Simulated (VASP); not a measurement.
Crystal: W.

```
CELL_PARAMETERS angstrom
-1.58234 1.58234 1.58234
1.58234 -1.58234 1.58234
1.58234 1.58234 -1.58234
ATOMIC_POSITIONS crystal
W 0.00000 0.00000 0.00000
```

```yaml
Program: VASP 6.6.1
Task: relaxation of cell and atoms
Functional: PBE
Potentials_or_basis: VASP PAW PBE potentials, release 64 (W_sv)
Cutoff: 520 eV
k_mesh: 18 × 18 × 18
Occupations: methfessel-paxton, width 0.2 eV
Spin: no spin polarisation
```

At the start: pressure 6.2 GPa; volume 15.85 Å³/atom.

Problem. Where does the relaxation end?

Solution. Over 4 steps the energy falls by 5.9 meV/atom and the volume is 16.16 Å³/atom (+2.0 %); space group Im-3m (No. 229, to 0.05 Å).

Step by step:
```tsv
step	energy change (eV)	largest force (eV/Å)	pressure (GPa)	volume (Å³)
1	0.0000	0.0000	6.23	15.85
2	0.0624	0.0000	-17.98	17.30
3	-0.0059	0.0000	-0.18	16.17
4	-0.0059	0.0000	-0.01	16.16
```

Final structure:
```yaml
crystal:
  lattice:
    - [-1.59265, 1.59265, 1.59265]
    - [1.59265, -1.59265, 1.59265]
    - [1.59265, 1.59265, -1.59265]
  atoms:
    - { symbol: W, position: [0.00000, 0.00000, 0.00000] }
```
